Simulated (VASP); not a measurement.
These are PBEsol GGA, VASP's PBE PAW potentials (set 64) (plane waves; VASP) values and carry that method's errors.

Input for VASP

KPOINTS:
```
Automatic mesh
0
Gamma
9 9 9
0 0 0
```

File POSCAR:
```
AuAl2
1
    0.0000000000     2.9280529018     2.9280529018
    2.9280529018     0.0000000000     2.9280529018
    2.9280529018     2.9280529018     0.0000000000
Al Au
2 1
Direct
  0.2500000000   0.2500000000   0.2500000000
  0.7500000000   0.7500000000   0.7500000000
  0.0000000000   0.0000000000   0.0000000000
```

**INCAR**
```
# general
SYSTEM  = AuAl2
PREC    = Accurate
ENCUT   = 500
LREAL   = .FALSE.
LASPH   = .TRUE.

# electronic loop
EDIFF   = 1E-6
NELM    = 100
ALGO    = Normal
LMAXMIX = 6

# smearing
ISMEAR  = 1
SIGMA   = 0.1

# functional
GGA     = PS

# ions
IBRION  = 2
NSW     = 40
ISIF    = 3
EDIFFG  = -0.02
PSTRESS = 200

# output
LWAVE   = .FALSE.
LCHARG  = .FALSE.
```

POTCAR, in this order: Al Au (PBE.64 set). Program: vasp_std.

What VASP printed:

**OUTCAR**
```
 ion  position               nearest neighbor table
   1  0.250  0.250  0.250-   3 2.54   3 2.54   3 2.54   3 2.54   2 2.93   2 2.93   2 2.93   2 2.93
                             2 2.93   2 2.93
   2  0.750  0.750  0.750-   3 2.54   3 2.54   3 2.54   3 2.54   1 2.93   1 2.93   1 2.93   1 2.93
                             1 2.93   1 2.93
   3  0.000  0.000  0.000-   2 2.54   2 2.54   1 2.54   1 2.54   2 2.54   1 2.54   2 2.54   1 2.54
  LATTYP: Found a face centered cubic cell.
 ALAT       =     5.8561058036
 Subroutine PRICEL returns:
 Original cell was already a primitive cell.
 Subroutine GETGRP returns: Found 48 space group operations
The static configuration has the point symmetry O_h .
The dynamic configuration has the point symmetry O_h .
 Subroutine INISYM returns: Found 48 space group operations
 Subroutine IBZKPT returns following result:
 Found     35 irreducible k-points:

 Following reciprocal coordinates:
            Coordinates               Weight
  0.000000  0.000000  0.000000      1.000000
  0.111111  0.000000  0.000000      8.000000
  0.222222  0.000000  0.000000      8.000000
  0.333333  0.000000  0.000000      8.000000
  0.444444  0.000000  0.000000      8.000000
  0.111111  0.111111  0.000000      6.000000
  0.222222  0.111111  0.000000     24.000000
  0.333333  0.111111  0.000000     24.000000
  0.444444  0.111111  0.000000     24.000000
 -0.444444  0.111111  0.000000     24.000000
 -0.333333  0.111111  0.000000     24.000000
 -0.222222  0.111111  0.000000     24.000000
 -0.111111  0.111111  0.000000     12.000000
  0.222222  0.222222  0.000000      6.000000
  0.333333  0.222222  0.000000     24.000000
  0.444444  0.222222  0.000000     24.000000
 -0.444444  0.222222  0.000000     24.000000
 -0.333333  0.222222  0.000000     24.000000
 -0.222222  0.222222  0.000000     12.000000
  0.333333  0.333333  0.000000      6.000000
  0.444444  0.333333  0.000000     24.000000
 -0.444444  0.333333  0.000000     24.000000
 -0.333333  0.333333  0.000000     12.000000
  0.444444  0.444444  0.000000      6.000000
 -0.444444  0.444444  0.000000     12.000000
  0.333333  0.222222  0.111111     24.000000
  0.444444  0.222222  0.111111     48.000000
 -0.444444  0.222222  0.111111     48.000000
  0.444444  0.333333  0.111111     24.000000
 -0.444444  0.333333  0.111111     48.000000
 -0.333333  0.333333  0.111111     48.000000
 -0.222222  0.333333  0.111111     24.000000
 -0.444444  0.444444  0.111111     24.000000
 -0.333333  0.444444  0.111111     24.000000
 -0.333333  0.444444  0.222222     24.000000
   k-points           NKPTS =     35   k-points in BZ     NKDIM =     35   number of bands    NBANDS=     12
   number of dos      NEDOS =    301   number of ions     NIONS =      3
   total plane-waves  NPLWV =  27000
   dimension x,y,z NGX =    30 NGY =   30 NGZ =   30
   dimension x,y,z NGXF=    60 NGYF=   60 NGZF=   60
   ions per type =               2   1
   PREC   = accura    normal or accurate (medium, high low for compatibility)
   ISTART =      0    job   : 0-new  1-cont  2-samecut
   ICHARG =      2    charge: 1-file 2-atom 10-const
   ISPIN  =      1    spin polarized calculation?
   LNONCOLLINEAR =      F non collinear calculations
   LSORBIT =      F    spin-orbit coupling
   INIWAV =      1    electr: 0-lowe 1-rand  2-diag
   ENCUT  =  500.0 eV  36.75 Ry    6.06 a.u.   7.55  7.55  7.55*2*pi/ulx,y,z
   NELM   =    100;   NELMIN=  2; NELMDL= -5     # of ELM steps
   EDIFF  = 0.1E-05   stopping-criterion for ELM
   LREAL  =      F    real-space projection
   NLSPLINE    = F    spline interpolate recip. space projectors
   LMAXMIX     =    6 max onsite mixed and CHGCAR
   VOSKOWN=      0    Vosko Wilk Nusair interpolation
   EDIFFG = -.2E-01   stopping-criterion for IOM
...
```

OSZICAR:
```
       N       E                     dE             d eps       ncg     rms          rms(c)
DAV:   1     0.591161443303E+02    0.59116E+02   -0.70896E+03   856   0.115E+03
DAV:   2    -0.130213629318E+02   -0.72138E+02   -0.67304E+02   972   0.205E+02
DAV:   3    -0.148446527402E+02   -0.18233E+01   -0.18000E+01  1040   0.320E+01
DAV:   4    -0.148589348374E+02   -0.14282E-01   -0.14271E-01  1024   0.339E+00
DAV:   5    -0.148591498948E+02   -0.21506E-03   -0.21505E-03  1040   0.430E-01    0.103E+01
DAV:   6    -0.134843924677E+02    0.13748E+01   -0.70144E+00   956   0.300E+01    0.396E+00
DAV:   7    -0.134004867246E+02    0.83906E-01   -0.29684E-01   936   0.642E+00    0.189E+00
DAV:   8    -0.133620201470E+02    0.38467E-01   -0.23575E-02   984   0.117E+00    0.425E-01
DAV:   9    -0.133603831240E+02    0.16370E-02   -0.32650E-03   992   0.676E-01    0.205E-01
DAV:  10    -0.133604457177E+02   -0.62594E-04   -0.16922E-04   944   0.124E-01    0.375E-02
DAV:  11    -0.133604367836E+02    0.89341E-05   -0.76395E-06  1004   0.244E-02    0.124E-02
DAV:  12    -0.133604368221E+02   -0.38504E-07   -0.62051E-07   628   0.655E-03
   1 F= -.70930548E+01 E0= -.70931845E+01  d E =-.709305E+01
       N       E                     dE             d eps       ncg     rms          rms(c)
DAV:   1    -0.164177119838E+02   -0.30573E+01   -0.58948E+01   956   0.895E+01    0.144E+01
DAV:   2    -0.123525212490E+02    0.40652E+01   -0.18300E+01   904   0.505E+01    0.310E+00
DAV:   3    -0.122676856061E+02    0.84836E-01   -0.53894E-01   896   0.828E+00    0.152E+00
DAV:   4    -0.122306895808E+02    0.36996E-01   -0.71048E-02   920   0.162E+00    0.449E-01
DAV:   5    -0.122303667570E+02    0.32282E-03   -0.62589E-03   968   0.845E-01    0.231E-01
DAV:   6    -0.122307439927E+02   -0.37724E-03   -0.45037E-04   944   0.199E-01    0.872E-02
DAV:   7    -0.122308354088E+02   -0.91416E-04   -0.78023E-05   948   0.735E-02    0.102E-02
DAV:   8    -0.122308362510E+02   -0.84222E-06   -0.26678E-06   940   0.139E-02
   2 F= -.68653214E+01 E0= -.68657660E+01  d E =0.227733E+00
       N       E                     dE             d eps       ncg     rms          rms(c)
DAV:   1    -0.147346050411E+02   -0.25038E+01   -0.24999E+01   916   0.587E+01    0.957E+00
DAV:   2    -0.131610039161E+02    0.15736E+01   -0.53963E+00   896   0.285E+01    0.365E+00
DAV:   3    -0.131367273581E+02    0.24277E-01   -0.12477E-01   920   0.316E+00    0.242E+00
DAV:   4    -0.131212479899E+02    0.15479E-01   -0.35277E-02   868   0.132E+00    0.367E-01
DAV:   5    -0.131203549025E+02    0.89309E-03   -0.36043E-03   984   0.752E-01    0.104E-01
DAV:   6    -0.131202758337E+02    0.79069E-04   -0.38467E-04   904   0.161E-01    0.807E-02
DAV:   7    -0.131202844374E+02   -0.86037E-05   -0.14432E-05  1008   0.338E-02    0.148E-02
DAV:   8    -0.131202838642E+02    0.57318E-06   -0.11045E-06   508   0.913E-03
   3 F= -.71822829E+01 E0= -.71825928E+01  d E =-.892281E-01
       N       E                     dE             d eps       ncg     rms          rms(c)
DAV:   1    -0.131111103034E+02    0.91741E-02   -0.65299E-03   940   0.944E-01    0.130E-01
DAV:   2    -0.131106684357E+02    0.44187E-03   -0.17132E-03   932   0.521E-01    0.385E-02
DAV:   3    -0.131106630818E+02    0.53539E-05   -0.34829E-05   892   0.580E-02    0.224E-02
DAV:   4    -0.131106605678E+02    0.25140E-05   -0.96814E-06   876   0.191E-02    0.414E-03
DAV:   5    -0.131106606217E+02   -0.53918E-07   -0.10188E-06   452   0.127E-02
   4 F= -.71823704E+01 E0= -.71826844E+01  d E =-.893156E-01
```

**OUTCAR**
```
------------------------ aborting loop because EDIFF is reached ----------------------------------------
  FORCE on cell =-STRESS in cart. coord.  units (eV):
  Direction    XX          YY          ZZ          XY          YZ          ZX
  --------------------------------------------------------------------------------------
  Total        5.9269908      5.9269908      5.9269908     -0.0000000      0.0000000     -0.0000000
  in kB      199.9561623    199.9561623    199.9561623     -0.0000000      0.0000000     -0.0000000
  external PRESSURE =      -0.0438377 kB  Pullay stress =     200.0000000 kB
  volume of cell :       47.49
      direct lattice vectors                 reciprocal lattice vectors
     0.000000000  2.874264175  2.874264175    -0.173957566  0.173957566  0.173957566
     2.874264175  0.000000000  2.874264175     0.173957566 -0.173957566  0.173957566
     2.874264175  2.874264175  0.000000000     0.173957566  0.173957566 -0.173957566
 POSITION                                       TOTAL-FORCE (eV/Angst)
 -----------------------------------------------------------------------------------
      1.43713      1.43713      1.43713        -0.000000     -0.000000     -0.000000
      4.31140      4.31140      4.31140         0.000000      0.000000      0.000000
      5.74853      5.74853      5.74853        -0.000000      0.000000     -0.000000
 -----------------------------------------------------------------------------------
    total drift:                                0.000000     -0.000000      0.000000
  FREE ENERGIE OF THE ION-ELECTRON SYSTEM (eV)
  ---------------------------------------------------
  free  energy   TOTEN  =       -13.1106606217 eV

  energy  without entropy=      -13.1116025154  energy(sigma->0) =      -13.11097459
  enthalpy is  TOTEN    =        -7.1823704273 eV   P V=        5.9282901944

 reached required accuracy - stopping structural energy minimisation
```
(Selected blocks of OUTCAR.)

**CONTCAR**
```
AuAl2
   1.00000000000000
     0.0000000000000000    2.8742641751535807    2.8742641751535807
     2.8742641751535807    0.0000000000000000    2.8742641751535807
     2.8742641751535807    2.8742641751535807    0.0000000000000000
  Al              Au
     2     1
Direct
     0.2500000000000000    0.2500000000000000    0.2500000000000000
     0.7500000000000000    0.7500000000000000    0.7500000000000000
     1.0000000000000000    1.0000000000000000    1.0000000000000000
```

Energy and stress use the plane-wave basis of the starting cell.

The compound is AuAl2 in the fluorite structure. This run relaxes it under an external pressure of 20 GPa. Symmetry was kept, so distortions that lower it aren't found. The electron count is odd and the run is not spin-polarised, which forces a metal.
